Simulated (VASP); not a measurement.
Given:

```yaml
crystal:
  lattice:
    - [1.87101, -3.24068, 0.00000]
    - [1.87101, 3.24068, 0.00000]
    - [0.00000, 0.00000, 4.76865]
  atoms:
    - { symbol: Pt, position: [0.00000, 0.00000, 0.00000] }
    - { symbol: Se, position: [0.33333, 0.66667, 0.26521] }
    - { symbol: Se, position: [0.66667, 0.33333, 0.73479] }
```

All values below come from LDA (Ceperley-Alder, Perdew-Zunger), VASP's LDA PAW potentials (set 64) (plane waves; VASP 6.6.1). Settings: 520 eV cut-off, 11×11×7 Γ-centred mesh, tetrahedra with Blöchl corrections, potentials Pt Se.

The cores are frozen, which limits the accuracy of field gradients.

Give the principal components of the electric field gradient (V/Å²) and the asymmetry η at each nucleus.

| atom | Vxx | Vyy | Vzz | η |
|---|---|---|---|---|
| Pt1 | -71.7 | -71.7 | 143.4 | 0.00 |
| Se2 | 17.4 | 17.4 | -34.9 | 0.00 |
| Se3 | 17.4 | 17.4 | -34.9 | 0.00 |

The compound is PtSe2 in the 1T layered structure. It was relaxed first, which changed the volume by -6 %.
